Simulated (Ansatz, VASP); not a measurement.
# TiZnSe3: VASP beside Ansatz, part 2 of 2

One calculation is typed for both programs; each brings its own data sets. How far apart do they land? The cell is generated by rule, not measured, and may not be a known phase. The cell is taken from a series of runs on this material, whose earlier steps may have relaxed, scaled, displaced or heated it; both programs get it as it stands.

VASP 6.6.1 and Ansatz 0.2.0.

So far: The starting structure; VASP: relaxation of cell and atoms, PBE.

The structure was built from a prototype and need not be the compound's stable phase.

**3. Ansatz: relaxation of cell and atoms, PBE**

Level of this step: Ansatz beside VASP: Kohn-Sham DFT, plane waves, PBE (Ansatz).

Ansatz runs on its PAW soft_1 files.

The same cell, functional, mesh and smearing now go to Ansatz, which takes its cutoff from its data sets.

Input file input.yaml:

```yaml
crystal:
  lattice:
    - [-3.4867306545, 3.4867306545, 4.7029095716]
    - [3.4867306545, -3.4867306545, 4.7029095716]
    - [3.4867306545, 3.4867306545, -4.7029095716]
  atoms:
    - { symbol: Zn, position: [0.75, 0.25, 0.5] }
    - { symbol: Zn, position: [0.25, 0.75, 0.5] }
    - { symbol: Ti, position: [0.5, 0.5, 0.0] }
    - { symbol: Ti, position: [0.0, 0.0, 0.0] }
    - { symbol: Se, position: [0.8403789498, 0.6596210502, 0.5] }
    - { symbol: Se, position: [0.1596210502, 0.3403789498, 0.5] }
    - { symbol: Se, position: [0.75, 0.75, 0.0] }
    - { symbol: Se, position: [0.25, 0.25, 0.0] }
    - { symbol: Se, position: [0.3403789498, 0.8403789498, 0.1807578995] }
    - { symbol: Se, position: [0.6596210502, 0.1596210502, 0.8192421005] }
kpoints:
  mp_grid: { grid: [8, 8, 8] }
hamiltonian:
  xc: pbe
  pseudopotentials: { kind: paw, azcp: { folder: soft_1 } }
scf:
  occupations: { method: methfessel_paxton, width: 0.2 }
output:
  forces: true
  stress: true
  eigenvalues: true
relax:
  adjacent_minimum: "off"
  f_tol: 0.001
  max_steps: 60
  cell: { stress_tol: 0.01 }
```

Run with:

```console
> ansatz run input.yaml --threads 4 --pin off --max-ram 16384MiB --backend cpu --events-out ev --progress --plain --runs-dir out
```

Numbers of over 12 decimals in the logs are rounded to 6 here.

What it wrote:

```text
Engine: ansatz 0.2.0, aarch64-unknown-linux-gnu
Pseudopotentials: kind: paw
Pseudopotential: Zn, paw, valence charge 12, recommended cutoff 420 eV (normal), soft_1/Zn.paw.azcp
Pseudopotential: Ti, paw, valence charge 12, recommended cutoff 420 eV (normal), soft_1/Ti.paw.azcp
Pseudopotential: Se, paw, valence charge 16, recommended cutoff 420 eV (normal), soft_1/Se.paw.azcp
Functional definition: PBE
  parameter kappa = 0.804
  parameter beta = 0.066725
  exchange = pbe_x(kappa = kappa, mu = beta*pi^2/3)
  correlation = pbe_c(beta = beta)
Crystal: 10 atoms, lattice volume = 228.699 Å³
Basis set: ecut = 420 eV, 4475 PW (Γ), exchange–correlation on 96×96×96 points (8 copies of the dense FFT grid, shifted against one another)
Bands: 87, of which v1, the nominal top of the filled ones, is band 72 counted from 1 (71 counted from 0)
Symmetry: 16 space group operations
Space group: I4/mcm (ITA 140), of the structure as read, at distance tolerance 6.1e-5 Å
k-points: 59 of 512
Non-local potential: Zn, projectors of the file, l = 0: 2, l = 1: 2, l = 2: 3, l = 3: 1
Non-local potential: Ti, projectors of the file, l = 0: 3, l = 1: 2, l = 2: 3, l = 3: 1
Non-local potential: Se, projectors of the file, l = 0: 2, l = 1: 2, l = 2: 3, l = 3: 1
PAW form: soft (Blöchl's): semilocal exchange-correlation on the pseudo side does not see the compensation charge
PAW one-centre angular grid: Zn, 590 points (default); XC on 64 Gauss nodes
PAW one-centre angular grid: Ti, 590 points (default); XC on 64 Gauss nodes
PAW one-centre angular grid: Se, 590 points (default); XC on 64 Gauss nodes
Initial density: superposition of atomic densities (chi_scale 0.1, normalization cell, long waves kept (reshape's long-wave potential 0.00 eV rms))
Initial wavefunctions: pseudopotential atomic-orbital guess
Functional: x = pbe(κ = 0.804, μ = 0.219515), c = pbe(β = 0.066725)
SCF iter   1: F=—  HF=-44466.836537 eV  |F-HF|=—  |Δ(HF+E_count)|=         —  Δρ=1.82e-1  dr2=1.50e2  ethr=3.10e-3  ⟨swp⟩=5.8  Hψ=17694  notcnv=0
preconditioner: auto → LDOS  [metal: Δε(μ)=0.009 eV  Ē_g=7.899 eV  σ=0.200 eV  W_gap=0.04  n_scr=58 (ndim 8)  ℏωp=20.2 eV  f_vac=0.013  D(μ)=9.77/eV (n_scr^D=64)  β→1.0]
SCF iter   2: F=—  HF=-44459.956704 eV  |F-HF|=—  |Δ(HF+E_count)|=    6.88e0  S|Δr|=    0.00e0  Δρ=7.93e-2  dr2=1.05e1  ethr=3.10e-3  ⟨swp⟩=3.0  Hψ=10933  notcnv=0  defer=222
preconditioner: auto → Resta (q_TF=auto, 2.526 Å⁻¹)  ε∞=8.4  [insulator: Δε(μ)=0.169 eV  Ē_g=7.426 eV  σ=0.200 eV  W_gap=0.58  n_scr=58 (ndim 8)  ℏωp=20.2 eV  f_vac=0.025  D(μ)=0.46/eV (n_scr^D=0)  ε∞_Penn≈8.4  β→0.5]
SCF iter   3: F=—  HF=-44458.602504 eV  |F-HF|=—  |Δ(HF+E_count)|=    1.35e0  S|Δr|=    0.00e0  Δρ=5.54e-2  dr2=9.54e0  ethr=3.10e-3  ⟨swp⟩=3.0  Hψ=11064  notcnv=0  defer=337
SCF iter   4: F=—  HF=-44457.119215 eV  |F-HF|=—  |Δ(HF+E_count)|=    1.48e0  S|Δr|=    0.00e0  Δρ=2.48e-2  dr2=1.88e0  ethr=3.10e-3  ⟨swp⟩=2.6  Hψ=8210  notcnv=0  defer=357
SCF iter   5: F=—  HF=-44456.930272 eV  |F-HF|=—  |Δ(HF+E_count)|=   1.89e-1  S|Δr|=    0.00e0  Δρ=1.16e-2  dr2=5.98e-1  ethr=1.31e-3  ⟨swp⟩=2.5  Hψ=6871  notcnv=0  defer=297
SCF iter   6: F=—  HF=-44456.889505 eV  |F-HF|=—  |Δ(HF+E_count)|=   4.08e-2  S|Δr|=    0.00e0  Δρ=6.87e-3  dr2=2.18e-1  ethr=4.15e-4  ⟨swp⟩=1.0  Hψ=4836  notcnv=0  defer=297
SCF iter   7: F=—  HF=-44456.870644 eV  |F-HF|=—  |Δ(HF+E_count)|=   1.89e-2  S|Δr|=    0.00e0  Δρ=1.47e-3  dr2=8.35e-3  ethr=1.52e-4  ⟨swp⟩=1.7  Hψ=4969  notcnv=0  defer=297
SCF iter   8: F=—  HF=-44456.870114 eV  |F-HF|=—  |Δ(HF+E_count)|=   5.30e-4  S|Δr|=    0.00e0  Δρ=4.73e-4  dr2=9.35e-4  ethr=5.80e-6  ⟨swp⟩=2.1  Hψ=6887  notcnv=0  defer=264
SCF iter   9: F=—  HF=-44456.870124 eV  |F-HF|=—  |Δ(HF+E_count)|=   9.66e-6  S|Δr|=    0.00e0  Δρ=1.29e-4  dr2=4.83e-5  ethr=6.50e-7  ⟨swp⟩=2.0  Hψ=5828  notcnv=0  defer=264
SCF iter  10: F=—  HF=-44456.870097 eV  |F-HF|=—  |Δ(HF+E_count)|=   2.69e-5  S|Δr|=    0.00e0  Δρ=4.12e-5  dr2=5.51e-6  ethr=3.36e-8  ⟨swp⟩=2.0  Hψ=9060  notcnv=0  defer=264
SCF iter  11: F=—  HF=-44456.870096 eV  |F-HF|=—  |Δ(HF+E_count)|=   3.15e-7  S|Δr|=    0.00e0  Δρ=4.16e-5  dr2=6.75e-6  ethr=3.83e-9  ⟨swp⟩=2.0  Hψ=9003  notcnv=0  defer=264
SCF iter  12: F=—  HF=-44456.870096 eV  |F-HF|=—  |Δ(HF+E_count)|=   1.51e-7  S|Δr|=    0.00e0  Δρ=7.01e-6  dr2=1.77e-7  ethr=3.83e-9  ⟨swp⟩=2.0  Hψ=5622  notcnv=0  defer=264
SCF iter  13: F=-44456.870096 eV  HF=-44456.870096 eV  |F-HF|=1.06e-8  |Δ(HF+E_count)|=   4.93e-8  S|Δr|=    0.00e0  Δρ=3.75e-6  dr2=2.14e-8  ethr=6.94e-11  ⟨swp⟩=10.2  Hψ=22246  notcnv=0
SCF 1 converged in 13 iterations: F = -44456.870096 eV  dr2 = 2.14e-8
  greatest PAW one-centre occupation: 1.000 electrons in one spin orbital (limit 2), on the Se atom at site 7 (counted from 0), in its partial waves of l = 2
[...]
Initial wavefunctions: pseudopotential atomic-orbital guess (no wavefunctions were taken with the density)
iter 1 solved again at ethr=1.45e-7 eV; its pass at ethr=3.10e-3 eV (dr2=2.08e-4 eV) is discarded
SCF iter   1: F=—  HF=-44456.870135 eV  |F-HF|=—  |Δ(HF+E_count)|=         —  Δρ=9.97e-7  dr2=1.18e-9  ethr=1.45e-7  ⟨swp⟩=3.0  Hψ=30741  notcnv=0
eigensolver tolerance schedule: the retry pair's looser diagonalisation over-reported the residual by 176411.41 of it (diagonalisation noise at an unbounded share of the residual, at the tolerance the schedule requests for it); recorded, not acted on — ethr = c·dr2/N_el stays at c = 1.0e-1
SCF iter   2: F=—  HF=-44456.870101 eV  |F-HF|=—  |Δ(HF+E_count)|=   3.39e-5  S|Δr|=    0.00e0  Δρ=7.21e-7  dr2=1.65e-9  ethr=1.00e-12  ⟨swp⟩=3.7  Hψ=13805  notcnv=0
SCF iter   3: F=—  HF=-44456.870101 eV  |F-HF|=—  |Δ(HF+E_count)|=  2.91e-10  S|Δr|=    0.00e0  Δρ=6.25e-7  dr2=7.42e-10  ethr=1.00e-12  ⟨swp⟩=2.0  Hψ=8083  notcnv=0
SCF iter   4: F=—  HF=-44456.870101 eV  |F-HF|=—  |Δ(HF+E_count)|=  2.18e-10  S|Δr|=    0.00e0  Δρ=5.97e-8  dr2=6.94e-12  ethr=1.00e-12  ⟨swp⟩=2.0  Hψ=5723  notcnv=0
SCF iter   5: F=-44456.870101 eV  HF=-44456.870101 eV  |F-HF|=7.28e-12  |Δ(HF+E_count)|=    0.00e0  S|Δr|=    0.00e0  Δρ=2.51e-8  dr2=1.29e-12  ethr=1.00e-12  ⟨swp⟩=5.8  Hψ=22774  notcnv=0
SCF 4 converged in 5 iterations: F = -44456.870101 eV  dr2 = 1.29e-12
relax step   4: F+E_penalty+E_count = -44456.87010127 eV  Δ(F+E_penalty+E_count) = -1.956e-5 eV  max|allowed force component| = 1.091e-4 eV/Å  Δτ_max = 0.0000 Å  P = -0.002 GPa  Ω = 228.803 Å³  stress off target by 8.31e-3 GPa  SCF on the basis re-selected at this cell (its energy is not comparable with the rows above)  (5 SCF iters)
basis re-selected at this cell: Δ(F+E_penalty+E_count) = -1.956e-5 eV, ΔP = -0.000 GPa vs the last step (what re-selecting the basis moved, of the pressure what is left beyond the Pulay correction that the steps carried, after the strain that the cell walked since its last selection, with what the two solves' SCF thresholds leave and, on support functions, any second-order correction that the steps lacked; it is no m [...]
SCF converged after 5 iterations
Stability not checked: this state was not tested for a lower state beside it, because cold or Methfessel-Paxton smearing, or corrected tetrahedra, fill the levels in a way that the test cannot read (fill_not_monotonic; see scf.lower_state_search)
Free energy (F): -44456.870101 eV
Harris-Foulkes:  -44456.870101 eV  (|F-HF|=7.28e-12)
Internal energy: -44456.882671 eV  (E = F + TS)
E sigma→0 (E₀):  -44456.873244 eV
Entropy (-TS):   0.012569 eV (1.257 meV/atom)
Fermi energy:    8.111035 eV
--- Per-component energies (eV) ---
  E_band       = -2702.073766
  E_kinetic    = 1511.068860
  E_local      = -22056.686554  (includes V_loc(G=0)·N_el)
  E_nonlocal   = -361.027055
  E_hartree    = 10725.815339
  E_xc         = -895.570200
  E_vxc        = -929.537071  (∫ρ·V_xc dr)
  E_paw        = -18661.155268  (= ΣΔE_a)
  E_vpaw       = -2317.519662  (= ΣTr[D̂ρ^β])
  E_aug_tail   = -0.002899  (compensation charges beyond the density's cutoff)
  E_ewald      = -14719.324894
  E_smearing   = 0.012569  (= −TS)
  E_closure    = -0.000000  (closes the sum)
  Σ components = -44456.870101   (vs F -44456.870101, Δ=0.00e0)
--- Forces (eV/Å), atoms counted from 1 ---
  atom   1  Zn     0.00000000    -0.00000000     0.00000000
  atom   2  Zn     0.00000000    -0.00000000     0.00000000
  atom   3  Ti     0.00000000    -0.00000000    -0.00000000
  atom   4  Ti     0.00000000     0.00000000    -0.00000000
  atom   5  Se    -0.00010911     0.00010911     0.00000000
  atom   6  Se     0.00010911    -0.00010911     0.00000000
  atom   7  Se     0.00000000     0.00000000     0.00000000
  atom   8  Se     0.00000000     0.00000000     0.00000000
  atom   9  Se     0.00010911     0.00010911     0.00000000
  atom  10  Se    -0.00010911    -0.00010911     0.00000000
  max |Σ_I F_I| component: 7.79e-18 eV/Å
--- Stress (GPa, compression-positive) ---
        0.000733       0.000000      -0.000000
        0.000000       0.000733      -0.000000
       -0.000000       0.000000      -0.008310
  P = ⅓ Tr σ = -0.0023 GPa (-0.023 kbar)
--- Band table (eV; the first three rows and the last of 59) ---
  k-point 0: bands = [... 68 lower, 7.6601, 7.7153, 7.7153, 8.2793, 8.2793, 8.5563, 8.6313, 8.6313, ... 11 higher]
  k-point 1: bands = [... 68 lower, 7.6306, 7.6468, 7.7996, 7.9298, 8.1996, 8.4760, 8.6220, 8.9611, ... 11 higher]
  k-point 2: bands = [... 68 lower, 7.2322, 7.2740, 7.7319, 7.7827, 8.2591, 8.5984, 8.6456, 9.1048, ... 11 higher]
  k-point 58: bands = [... 68 lower, 6.3593, 6.3593, 7.8784, 8.1982, 8.1982, 8.5576, 8.8873, 9.1581, ... 11 higher]
--- Relaxed structure (3 steps of the walk, 3 accepted, 1 SCFs on fresh bases) ---
  F+E_penalty+E_count = -44456.87010127 eV   max|allowed force component| = 1.091e-4 eV/Å   (the final SCF, on the basis selected at the relaxed cell)
  cell:  # Å, volume = 228.8030 Å³
    - [-3.487535, 3.487535, 4.702887]
    - [3.487535, -3.487535, 4.702887]
    - [3.487535, 3.487535, -4.702887]
  atoms:
    - { symbol: Zn, position: [0.750000, 0.250000, 0.500000] }
    - { symbol: Zn, position: [0.250000, 0.750000, 0.500000] }
    - { symbol: Ti, position: [0.5, 0.5, 0] }
    - { symbol: Ti, position: [0, 0, 0] }
    - { symbol: Se, position: [0.840375, 0.659625, 0.500000] }
    - { symbol: Se, position: [0.159625, 0.340375, 0.5] }
    - { symbol: Se, position: [0.750000, 0.750000, 0] }
    - { symbol: Se, position: [0.25, 0.25, 0] }
    - { symbol: Se, position: [0.340375, 0.840375, 0.180749] }
    - { symbol: Se, position: [0.659625, 0.159625, 0.819251] }
```

Reading the cycles: dr2 is the Hartree energy of the density residual (eV), the measure of convergence; HF is the Harris–Foulkes estimate of the energy, which meets the free energy F at convergence.

**4. Comparison**

Known differences besides the potentials themselves: the data sets hold 144 valence electrons in Ansatz (on its PAW soft_1 files) and 84 in VASP; the cutoff is 420 eV in Ansatz and 500 eV in VASP; Ansatz adds a Pulay correction to the stress that steers its cell, VASP none. Total energies have different zeros and are not compared.

Both answers:

```
                                         quantity  Ansatz    VASP  difference
                                      volume (Å³)  228.80  229.00     -0.09 %
edge a after relaxation, in the typed setting (Å)   6.815   6.817     -0.04 %
```

**5. Results**

```yaml
difference_in_volume_relaxation_of_cell_and_atoms_pbe: -0.087 %
```

The difference in volume is -0.087 % (relaxation of cell and atoms, PBE), within the 1.2 % picked in this series as the mark of a large difference, as far as the stopping tolerances let one tell. The data sets hold unlike numbers of valence electrons (144 in Ansatz and 84 in VASP), so part of the differences may come from the potentials. Such differences can come from data sets, numerical settings and the points named under the comparisons, not from the functional's error against experiment.

[Lines on the potential files, build, host, timing and source positions are cut from VASP's logs without a mark.]

[Logs are printed without paths, hosts, clocks, repeated set-up lines and the standing remarks that a program may print on its own settings, such as how far it seeks lower states.]

[Hosts, paths, dates, database ids (printed as entryN), source tags and the programs' standing remarks are cut or masked in the printed files.]
